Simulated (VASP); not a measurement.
# CuSbTeSe: structure and properties in VASP, part 2 of 6

Wanted: the relaxed cell of CuSbTeSe and its properties. The cell is invented: it takes the structure of a Materials Project entry for AgSbTeSe (space group 123 there), with some of its atoms replaced by other elements, volume scaled by an estimate. It may not be a known or stable phase.

VASP 6.6.1, plane waves and PAW; the level of theory is named at each step.

Still holding for the runs below: This run has no spin polarisation, although Cu can carry a moment. The k-mesh is coarse for a metal.

So far. Step 2 (Rough relaxation of the start cell): It ends with forces that vanish by symmetry and a pressure of -0.03 GPa.

## Step 3: Relaxing cell and atoms (PW91)

Level of this step: PW91, no spin polarisation; plane waves and PAW (Te, Sb, Se, Cu); invented cell (VASP).

Properties are meant for the cell that this level of theory prefers, so cell and atoms are relaxed first (ISIF = 3) until forces and stress are small; EDIFFG sets the threshold.

The input, INCAR:

```
SYSTEM = CuSbTeSe
PREC = Accurate
ENCUT = 400
EDIFF = 1E-06
NELM = 100
ISMEAR = 0
SIGMA = 0.05
LREAL = .FALSE.
ALGO = Normal
GGA = 91
NBANDS = 20
LASPH = .TRUE.
LORBIT = 11
LWAVE = .FALSE.
LCHARG = .FALSE.
KPAR = 2
IBRION = 2
NSW = 60
ISIF = 3
EDIFFG = -0.01
```

The input, POSCAR:

```
CuSbTeSe
1.0
    4.0690034360      0.0000000000      0.0000000000
    0.0000000000      4.0690034360      0.0000000000
    0.0000000000      0.0000000000      5.8765118910
Te Sb Se Cu
1 1 1 1
Direct
    0.5000000000      0.5000000000      0.0000000000
    0.5000000000      0.5000000000      0.5000000000
    0.0000000000      0.0000000000      0.5000000000
    0.0000000000      0.0000000000      0.0000000000
```

The input, KPOINTS:

```
Automatic mesh
0
Gamma
6 6 4
0 0 0
```

PAW data sets: Te, Sb, Se and Cu (PBE family, release 64).

On the command line:

```
$ mpirun -np 2 vasp_std
```

The log of the run:

```text
[banner, memory and clock lines left out]
running    2 mpi-ranks, on    1 nodes
 distrk:  each k-point on    1 cores,    2 groups
 distr:  one band on    1 cores,    1 groups

 POSCAR found type information on POSCAR TeSbSeCu
 POSCAR found :  4 types and       4 ions
 [... a notice as in an earlier step ...]

 LDA part: xc-table for (Slater(with rela. corr.)+CA(PZ))
 , standard interpolation
 POSCAR, INCAR and KPOINTS ok, starting setup
 FFT: planning ... GRIDC
 FFT: planning ... GRID_SOFT
 FFT: planning ... GRID
 WAVECAR not read
 entering main loop
       N       E                     dE             d eps       ncg     rms          rms(c)
DAV:   1     0.162034760826E+03    0.16203E+03   -0.95908E+03  1200   0.107E+03
DAV:   2    -0.187995686028E+00   -0.16222E+03   -0.15540E+03  1264   0.250E+02
DAV:   3    -0.144670311922E+02   -0.14279E+02   -0.13610E+02  1636   0.803E+01
DAV:   4    -0.150896117534E+02   -0.62258E+00   -0.61627E+00  1420   0.150E+01
DAV:   5    -0.151133475573E+02   -0.23736E-01   -0.23725E-01  1748   0.357E+00    0.100E+01
DAV:   6    -0.159641107381E+02   -0.85076E+00   -0.29094E+01  1580   0.902E+01    0.788E+00
DAV:   7    -0.144937637326E+02    0.14703E+01   -0.44233E+00  1416   0.602E+01    0.370E+00
DAV:   8    -0.146024157707E+02   -0.10865E+00   -0.23833E+00  1812   0.321E+01    0.349E+00
DAV:   9    -0.144962147155E+02    0.10620E+00   -0.19840E+00  1620   0.246E+01    0.113E+00
DAV:  10    -0.144762574936E+02    0.19957E-01   -0.12078E-01  1628   0.867E+00    0.322E-01
DAV:  11    -0.144768932257E+02   -0.63573E-03   -0.93325E-03  1800   0.683E-01    0.330E-01
DAV:  12    -0.144776787613E+02   -0.78554E-03   -0.35271E-03  1844   0.124E+00    0.250E-01
DAV:  13    -0.144768401040E+02    0.83866E-03   -0.34256E-03  1560   0.130E+00    0.644E-02
DAV:  14    -0.144768473236E+02   -0.72196E-05   -0.15058E-04  1452   0.679E-02    0.523E-02
DAV:  15    -0.144768416947E+02    0.56289E-05   -0.67906E-06  1524   0.385E-02    0.375E-02
DAV:  16    -0.144768384430E+02    0.32517E-05   -0.11993E-05  1652   0.243E-02    0.180E-02
DAV:  17    -0.144768339510E+02    0.44920E-05   -0.12613E-05  1628   0.793E-02    0.771E-03
DAV:  18    -0.144768334558E+02    0.49525E-06   -0.37500E-06  1240   0.366E-02
   1 F= -.14476833E+02 E0= -.14475442E+02  d E =-.144768E+02
 curvature:   0.00 expect dE= 0.000E+00 dE for cont linesearch  0.000E+00
 trial: gam= 0.00000 g(F)=  0.000E+00 g(S)=  0.159E+00 ort = 0.000E+00 (trialstep = 0.100E+01)
 search vector abs. value=  0.159E+00
 bond charge predicted
       N       E                     dE             d eps       ncg     rms          rms(c)
DAV:   1    -0.149249218522E+02   -0.44809E+00   -0.12592E+01  1592   0.293E+01    0.348E+00
DAV:   2    -0.147175373292E+02    0.20738E+00   -0.11999E+00  1512   0.258E+01    0.233E+00
DAV:   3    -0.146380921755E+02    0.79445E-01   -0.83939E-01  1480   0.189E+01    0.161E+00
DAV:   4    -0.145729071516E+02    0.65185E-01   -0.20940E-01  1752   0.838E+00    0.186E-01
DAV:   5    -0.145735441717E+02   -0.63702E-03   -0.12439E-02  1528   0.753E-01    0.110E-01
DAV:   6    -0.145736255030E+02   -0.81331E-04   -0.37072E-04  1772   0.225E-01    0.774E-02
DAV:   7    -0.145736743942E+02   -0.48891E-04   -0.61082E-05  1664   0.643E-02    0.203E-02
DAV:   8    -0.145736758042E+02   -0.14100E-05   -0.19095E-05  1648   0.356E-02    0.175E-02
DAV:   9    -0.145736755934E+02    0.21083E-06   -0.34713E-06  1196   0.171E-02
   2 F= -.14573676E+02 E0= -.14572868E+02  d E =-.968421E-01
[...]
3 F= -.14579725E+02 E0= -.14579003E+02  d E =-.102892E+00
[...]
4 F= -.14579959E+02 E0= -.14579223E+02  d E =-.103125E+00
[...]
5 F= -.14579927E+02 E0= -.14579181E+02  d E =-.103094E+00
[...]
6 F= -.14579938E+02 E0= -.14579191E+02  d E =-.107824E-04
[...]
7 F= -.14579958E+02 E0= -.14579212E+02  d E =-.311440E-04
 curvature:  -0.29 expect dE=-0.173E-04 dE for cont linesearch -0.801E-07
 trial: gam= 0.05259 g(F)=  0.105E-64 g(S)=  0.594E-04 ort =-0.590E-05 (trialstep = 0.957E+00)
 search vector abs. value=  0.592E-04
 bond charge predicted
       N       E                     dE             d eps       ncg     rms          rms(c)
DAV:   1    -0.145801193808E+02   -0.16103E-03   -0.44103E-03  1588   0.512E-01    0.674E-02
DAV:   2    -0.145800535458E+02    0.65835E-04   -0.44710E-04  1596   0.462E-01    0.458E-02
DAV:   3    -0.145800172863E+02    0.36259E-04   -0.26383E-04  1424   0.406E-01    0.294E-02
DAV:   4    -0.145799954951E+02    0.21791E-04   -0.69647E-05  1748   0.130E-01    0.348E-03
DAV:   5    -0.145799957278E+02   -0.23278E-06   -0.32679E-06  1084   0.124E-02
   8 F= -.14579996E+02 E0= -.14579257E+02  d E =-.373989E-04
 trial-energy change:   -0.000037  1 .order   -0.000035   -0.000057   -0.000014
 step:   1.2756(harm=  1.2756)  dis= 0.00000  next Energy=   -14.579996 (dE=-0.377E-04)
 reached required accuracy - stopping structural energy minimisation
```

Elapsed: 1.7 min, on 2 MPI ranks of Intel Xeon Platinum 8259CL at 2.50GHz (Skylake/Cascade Lake), shared host; peak memory 0.42 GiB; 3.4 min of CPU time.

Parts of OUTCAR (step 3):

```text
  LATTYP: Found a simple tetragonal cell.
 ALAT       =     4.0690034360
 C/A-ratio  =     1.4442140400

The static configuration has the point symmetry D_4h.

 Found     30 irreducible k-points:

   k-points           NKPTS =     30   k-points in BZ     NKDIM =     30   number of bands    NBANDS=     20

   dimension x,y,z NGX =    28 NGY =   28 NGZ =   40
   dimension x,y,z NGXF=    56 NGYF=   56 NGZF=   80

   ENCUT  =  400.0 eV  29.40 Ry    5.42 a.u.   6.64  6.64  9.58*2*pi/ulx,y,z

   NELECT =      28.0000    total number of electrons

 E-fermi :   6.1007

 k-point     1 :       0.0000    0.0000    0.0000
  band No.  band energies     occupation
    ...
     10       4.1603      2.00000
     11       4.2276      2.00000
     12       4.8928      2.00000
     13       5.1504      2.00000
     14       5.1504      2.00000
     15       7.1394      0.00000
     16       9.2129      0.00000
     17       9.8643      0.00000
     18      10.3467      0.00000
     19      10.3467      0.00000
    ...

 k-point     2 :       0.1667    0.0000    0.0000
  band No.  band energies     occupation
    ...
     10       4.0856      2.00000
     11       4.1648      2.00000
     12       4.3691      2.00000
     13       4.7241      2.00000
     14       5.6636      2.00000
     15       8.4536      0.00000
     16       9.0493      0.00000
     17       9.0874      0.00000
     18       9.7456      0.00000
     19      10.2887      0.00000
    ...

  Total       -0.0011620     -0.0011620      0.0190310      0.0000000      0.0000000      0.0000000
  in kB       -0.0188675     -0.0188675      0.3089979      0.0000000      0.0000000      0.0000000
  external PRESSURE =       0.0904209 kB  Pullay stress =       0.0000000 kB

  energy-cutoff  :      400.00
  volume of cell :       98.68
      direct lattice vectors                 reciprocal lattice vectors
     3.994967912 -0.000000000  0.000000000     0.250314902 -0.000000000  0.000000000
     0.000000000  3.994967912  0.000000000     0.000000000  0.250314902 -0.000000000
    -0.000000000  0.000000000  6.182854443    -0.000000000 -0.000000000  0.161737594

 POSITION                                       TOTAL-FORCE (eV/Angst)
 -----------------------------------------------------------------------------------
      1.99748      1.99748      6.18285         0.000000     -0.000000      0.000000
      1.99748      1.99748      3.09143         0.000000     -0.000000      0.000000
      3.99497      0.00000      3.09143        -0.000000      0.000000      0.000000
     -0.00000      3.99497      6.18285         0.000000     -0.000000      0.000000
 -----------------------------------------------------------------------------------
    total drift:                               -0.000000      0.000000      0.000000

  FREE ENERGIE OF THE ION-ELECTRON SYSTEM (eV)
  ---------------------------------------------------
  free  energy   TOTEN  =       -14.5799957278 eV

  energy  without entropy=      -14.5785175156  energy(sigma->0) =      -14.57925662

 total charge
# of ion       s       p       d       tot
------------------------------------------
    1        1.391   1.916   0.042   3.349
    2        1.276   1.001   0.053   2.330
    3        1.496   2.252   0.042   3.789
    4        0.325   0.191   9.271   9.787
--------------------------------------------------
tot          4.488   5.360   9.407  19.255

[... 2 parts as in an earlier step ...]

[... 7 further parts left out ...]
```

The steps of the relaxation:

| step | energy less that of the first step (eV) | largest force (eV/Å) | pressure (GPa) | volume (Å³) |
| --- | --- | --- | --- | --- |
| 1 | 0.0000 | 0.0000 | 0.50 | 97.30 |
| 2 | -0.0968 | 0.0000 | 0.06 | 98.28 |
| 3 | -0.1029 | 0.0000 | 0.11 | 98.62 |
| 4 | -0.1031 | 0.0000 | 0.09 | 98.57 |
| 5 | -0.1031 | 0.0000 | 0.10 | 98.55 |
| 6 | -0.1031 | 0.0000 | -0.05 | 98.77 |
| 7 | -0.1031 | 0.0000 | 0.00 | 98.66 |
| 8 | -0.1032 | 0.0000 | 0.01 | 98.68 |

| conventional cell, symmetrised | before | after | change |
| --- | --- | --- | --- |
| a (Å) | 4.069 | 3.995 | -1.8 % |
| b (Å) | 4.069 | 3.995 | -1.8 % |
| c (Å) | 5.877 | 6.183 | +5.2 % |
| volume (Å³/atom) | 24.32 | 24.67 | +1.4 % |

The relaxed structure:

```
Te Sb Se Cu
1.0
     3.99497    0.00000    0.00000
     0.00000    3.99497    0.00000
     0.00000    0.00000    6.18285
Te Sb Se Cu
1 1 1 1
Direct
  0.50000 0.50000 0.00000
  0.50000 0.50000 0.50000
  0.00000 0.00000 0.50000
  0.00000 0.00000 0.00000
```

Numbers from this step:

- irreducible k-points: 30
- free energy (TOTEN): -14.58 eV
- energy at zero smearing: -14.58 eV
- Fermi energy: 6.101 eV
- pressure: 0.009042 GPa
- SCF cycles over all ionic steps: 64

It ends with forces that vanish by symmetry and a pressure of 0.01 GPa.

## Step 4: Second relaxation

A relaxation keeps the plane waves of the cell it began with, so it is repeated from the new cell, on a basis made for it.

INCAR is that of step 3.

The input, POSCAR:

```
CuSbTeSe
1.0
    3.9949679117      0.0000000000      0.0000000000
    0.0000000000      3.9949679117      0.0000000000
    0.0000000000      0.0000000000      6.1828544425
Te Sb Se Cu
1 1 1 1
Direct
    0.5000000000      0.5000000000      0.0000000000
    0.5000000000      0.5000000000      0.5000000000
    0.0000000000      0.0000000000      0.5000000000
    0.0000000000      0.0000000000      0.0000000000
```

KPOINTS is that of step 3.

On the command line:

```
$ mpirun -np 2 vasp_std
```

The log of the run:

```text
[... set-up lines as in an earlier step ...]
 entering main loop
       N       E                     dE             d eps       ncg     rms          rms(c)
DAV:   1     0.163247040410E+03    0.16325E+03   -0.96919E+03  1200   0.109E+03
DAV:   2    -0.105007036428E+00   -0.16335E+03   -0.15641E+03  1252   0.252E+02
DAV:   3    -0.145907742737E+02   -0.14486E+02   -0.13862E+02  1620   0.808E+01
DAV:   4    -0.151964917763E+02   -0.60572E+00   -0.59990E+00  1432   0.148E+01
DAV:   5    -0.152201758239E+02   -0.23684E-01   -0.23671E-01  1700   0.363E+00    0.962E+00
DAV:   6    -0.156707610227E+02   -0.45059E+00   -0.21432E+01  1580   0.822E+01    0.729E+00
DAV:   7    -0.145630413901E+02    0.11077E+01   -0.39668E+00  1444   0.580E+01    0.354E+00
DAV:   8    -0.146403820657E+02   -0.77341E-01   -0.13160E+00  1832   0.218E+01    0.235E+00
DAV:   9    -0.145834476029E+02    0.56934E-01   -0.63237E-01  1600   0.165E+01    0.648E-01
DAV:  10    -0.145808600389E+02    0.25876E-02   -0.29212E-02  1764   0.355E+00    0.247E-01
DAV:  11    -0.145809112400E+02   -0.51201E-04   -0.25722E-03  1836   0.559E-01    0.134E-01
DAV:  12    -0.145809997124E+02   -0.88472E-04   -0.10180E-03  1756   0.681E-01    0.113E-01
DAV:  13    -0.145809126020E+02    0.87110E-04   -0.33919E-04  1628   0.443E-01    0.600E-02
DAV:  14    -0.145808989457E+02    0.13656E-04   -0.77264E-05  1828   0.151E-01    0.196E-02
DAV:  15    -0.145808988783E+02    0.67377E-07   -0.11134E-05  1348   0.172E-02    0.440E-03
DAV:  16    -0.145808988217E+02    0.56616E-07   -0.71682E-07   732   0.220E-02
   1 F= -.14580899E+02 E0= -.14580159E+02  d E =-.145809E+02
 curvature:   0.00 expect dE= 0.000E+00 dE for cont linesearch  0.000E+00
 trial: gam= 0.00000 g(F)=  0.000E+00 g(S)=  0.170E-05 ort = 0.000E+00 (trialstep = 0.100E+01)
 search vector abs. value=  0.170E-05
 reached required accuracy - stopping structural energy minimisation
```

The job ended after 23 s (2 MPI ranks; peak memory 0.41 GiB).

Parts of OUTCAR (step 4):

```text
  LATTYP: Found a simple tetragonal cell.
 ALAT       =     3.9949679117
 C/A-ratio  =     1.5476606018

The static configuration has the point symmetry D_4h.

 Found     30 irreducible k-points:

   ENCUT  =  400.0 eV  29.40 Ry    5.42 a.u.   6.51  6.51 10.08*2*pi/ulx,y,z

   NELECT =      28.0000    total number of electrons

 E-fermi :   6.1006

 k-point     1 :       0.0000    0.0000    0.0000
  band No.  band energies     occupation
    ...
     10       4.1604      2.00000
     11       4.2278      2.00000
     12       4.8929      2.00000
     13       5.1502      2.00000
     14       5.1502      2.00000
     15       7.1395      0.00000
     16       9.2128      0.00000
     17       9.8643      0.00000
     18      10.3467      0.00000
     19      10.3467      0.00000
    ...

 k-point     2 :       0.1667    0.0000    0.0000
  band No.  band energies     occupation
    ...
     10       4.0857      2.00000
     11       4.1648      2.00000
     12       4.3693      2.00000
     13       4.7241      2.00000
     14       5.6635      2.00000
     15       8.4536      0.00000
     16       9.0494      0.00000
     17       9.0874      0.00000
     18       9.7456      0.00000
     19      10.2886      0.00000
    ...

  Total       -0.0020457     -0.0020457      0.0115012      0.0000000      0.0000000      0.0000000
  in kB       -0.0332147     -0.0332147      0.1867411      0.0000000      0.0000000      0.0000000
  external PRESSURE =       0.0401039 kB  Pullay stress =       0.0000000 kB

  energy-cutoff  :      400.00
  volume of cell :       98.68
      direct lattice vectors                 reciprocal lattice vectors
     3.994967912  0.000000000  0.000000000     0.250314902  0.000000000  0.000000000
     0.000000000  3.994967912  0.000000000     0.000000000  0.250314902  0.000000000
     0.000000000  0.000000000  6.182854443     0.000000000  0.000000000  0.161737594

 POSITION                                       TOTAL-FORCE (eV/Angst)
 -----------------------------------------------------------------------------------
      1.99748      1.99748      0.00000         0.000000      0.000000      0.000000
      1.99748      1.99748      3.09143         0.000000      0.000000      0.000000
      0.00000      0.00000      3.09143         0.000000      0.000000      0.000000
      0.00000      0.00000      0.00000         0.000000      0.000000      0.000000
 -----------------------------------------------------------------------------------
    total drift:                               -0.000000      0.000000     -0.000000

  FREE ENERGIE OF THE ION-ELECTRON SYSTEM (eV)
  ---------------------------------------------------
  free  energy   TOTEN  =       -14.5808988217 eV

  energy  without entropy=      -14.5794195860  energy(sigma->0) =      -14.58015920

 total charge
# of ion       s       p       d       tot
------------------------------------------
    1        1.391   1.916   0.042   3.349
    2        1.276   1.001   0.053   2.330
    3        1.496   2.252   0.042   3.789
    4        0.325   0.191   9.271   9.788
--------------------------------------------------
tot          4.488   5.360   9.408  19.255

[... 5 parts as in an earlier step ...]

[... 6 further parts left out ...]
```

CONTCAR:

```
CuSbTeSe
   1.00000000000000
     3.9949679116999999    0.0000000000000000    0.0000000000000000
     0.0000000000000000    3.9949679116999999    0.0000000000000000
     0.0000000000000000    0.0000000000000000    6.1828544425000000
  Te              Sb              Se              Cu
     1     1     1     1
Direct
     0.5000000000000000    0.5000000000000000    0.0000000000000000
     0.5000000000000000    0.5000000000000000    0.5000000000000000
     0.0000000000000000    0.0000000000000000    0.5000000000000000
     0.0000000000000000    0.0000000000000000    0.0000000000000000
```

Little changed from the start: no atom moved by 0.005 Å and no cell edge by 0.1 %.

Numbers from this step:

```yaml
pressure: 0.004010 GPa
scf_cycles_over_all_ionic_steps: 16
```

It ends with forces that vanish by symmetry and a pressure of 0.00 GPa. The volume moved by under 0.01 %: the run met its threshold at the first step.

[end of part 2 of 6]

[Lines on the potential files, build, host, timing and source positions are cut from VASP's logs without a mark.]

[Logs are printed without paths, hosts, clocks, repeated set-up lines and the standing remarks that a program may print on its own settings, such as how far it seeks lower states.]

[Hosts, paths, dates, database ids (printed as entryN), source tags and the programs' standing remarks are cut or masked in the printed files.]

[A measured line is paired with the nearest computed mode of its activity, which favours agreement.]
